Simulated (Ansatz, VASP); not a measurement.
# Lu3Si: VASP beside Ansatz

Contents of INCAR:

```
SYSTEM = Lu3Si
  PREC = Accurate
  ENCUT = 520
  EDIFF = 1E-6
  ISMEAR = 1
  SIGMA = 0.1
  LREAL = .FALSE.
  LASPH = .TRUE.
  NELM = 80
  ALGO = Fast
  ISIF = 2
  LWAVE = .FALSE.
  LCHARG = .TRUE.
  GGA = PE
  LELF = .TRUE.
  LVHAR = .TRUE.
  NBANDS = 48
```

The input KPOINTS:

```
Automatic mesh
0
G
  5 5 5
  0 0 0
```

Contents of POSCAR:

```
Lu3Si
1.0
    4.5414200000      0.0000000000      0.0000000000
    0.0000000000      4.5414200000      0.0000000000
    0.0000000000      0.0000000000      4.5414200000
Lu Si
3 1
Direct
    0.0000000000      0.5000000000      0.5000000000
    0.5000000000      0.0000000000      0.5000000000
    0.5000000000      0.5000000000      0.0000000000
    0.0000000000      0.0000000000      0.0000000000
```

Input for Ansatz:

```yaml
crystal:
  lattice:
    - [4.54142, 0.0, 0.0]
    - [0.0, 4.54142, 0.0]
    - [0.0, 0.0, 4.54142]
  atoms:
    - { symbol: Lu, position: [0.0, 0.5, 0.5] }
    - { symbol: Lu, position: [0.5, 0.0, 0.5] }
    - { symbol: Lu, position: [0.5, 0.5, 0.0] }
    - { symbol: Si, position: [0.0, 0.0, 0.0] }
kpoints:
  mp_grid:
    grid: [5, 5, 5]
hamiltonian:
  xc: pbe
  pseudopotentials:
    kind: paw
scf:
  occupations:
    method: methfessel_paxton
    width: 0.1
output:
  forces: true
  stress: true
  eigenvalues: true
```

The cell comes from a database or a generator and needn't be the stable form of this composition.

Alike in both runs: task single point; functional PBE; k mesh 5 × 5 × 5; occupations methfessel-paxton of order 1, width 0.1 eV; no spin polarisation.

|  | VASP | Ansatz |
| --- | --- | --- |
| version | VASP 6.6.1 | Ansatz 0.2.0 |
| potentials or method | VASP PAW PBE potentials, release 64 (Lu, Si) | plane waves, PAW |
| plane-wave cutoff (eV) | 520 | 420 |
| valence electrons in the cell | 79 | 79 |

VASP gave:

```
gap on the k mesh at the Fermi level (eV) : none
pressure (GPa)                            : -1.8
```

Question: What did Ansatz give for the same quantities?

Answer: gap on the k mesh at the Fermi level (eV): none; pressure (GPa): -0.7.

A gap of «none» marks a metal or a gap that the smearing closes.

Spin-orbit coupling is left out, which matters for the levels of Lu.
